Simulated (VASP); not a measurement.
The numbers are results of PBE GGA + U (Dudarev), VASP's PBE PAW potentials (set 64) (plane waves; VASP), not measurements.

Input for VASP

### KPOINTS
```
Automatic mesh
0
Gamma
7 7 7
0 0 0
```

File POSCAR:
```
Pt3Ti
1
    3.9200000000     0.0000000000     0.0000000000
    0.0000000000     3.9200000000     0.0000000000
    0.0000000000     0.0000000000     3.9200000000
Ti Pt
1 3
Direct
  0.0000000000   0.0000000000   0.0000000000
  0.0000000000   0.5000000000   0.5000000000
  0.5000000000   0.0000000000   0.5000000000
  0.5000000000   0.5000000000   0.0000000000
```

### INCAR
```
# general
SYSTEM    = Pt3Ti
PREC      = Accurate
ENCUT     = 400
LREAL     = .FALSE.
LASPH     = .TRUE.

# electronic loop
EDIFF     = 1E-6
NELM      = 100
ALGO      = Normal
LMAXMIX   = 2

# smearing
ISMEAR    = 1
SIGMA     = 0.1

# functional
GGA       = PE

# DFT+U
LDAU      = .TRUE.
LDAUTYPE  = 2
LDAUL     = 2 -1
LDAUU     = 5.0 0
LDAUJ     = 0 0
LDAUPRINT = 1

# ions
ISIF      = 2

# output
LWAVE     = .FALSE.
LCHARG    = .FALSE.
LORBIT    = 10
```

POTCAR, in this order: Ti_sv Pt (PBE.64 set). Program: vasp_std.

Unless said otherwise, spin-orbit coupling is left out, though it shifts the bands of the heavy elements here.

Question: Estimate the energy per atom (σ→0), pressure, band gap (on the k-mesh).

Answer: 
```json
{
 "energy per atom (σ→0)": "-6.506 eV/atom",
 "band gap (on the k-mesh)": "none (metal, semimetal or under 0.01 eV)",
 "pressure": "9.25 GPa"
}
```

File OSZICAR:
```
...
DAV:   9    -0.260587756158E+02   -0.35650E-01   -0.51996E-01  1488   0.349E+00    0.186E+00
DAV:  10    -0.260224388532E+02    0.36337E-01   -0.24927E-01  1441   0.345E+00    0.244E-01
DAV:  11    -0.260247516051E+02   -0.23128E-02   -0.12457E-02  1434   0.826E-01    0.344E-01
DAV:  12    -0.260233915616E+02    0.13600E-02   -0.57928E-03  1434   0.452E-01    0.544E-02
DAV:  13    -0.260234341583E+02   -0.42597E-04   -0.10982E-04  1185   0.757E-02    0.300E-02
DAV:  14    -0.260234252692E+02    0.88891E-05   -0.62971E-05  1446   0.482E-02    0.450E-03
DAV:  15    -0.260234261445E+02   -0.87531E-06   -0.16213E-06   920   0.985E-03
   1 F= -.26023426E+02 E0= -.26023838E+02  d E =0.123416E-02
```

The compound is Pt3Ti in the L1_2 structure. The cell was not relaxed at this level. The run is one of a series of settings (LDAU = .TRUE., LDAUJ = 0 0, LDAUL = 2 -1, LDAUTYPE = 2, LDAUU = 5.0 0, LMAXMIX = 2 against the base run), some of them coarse on purpose.
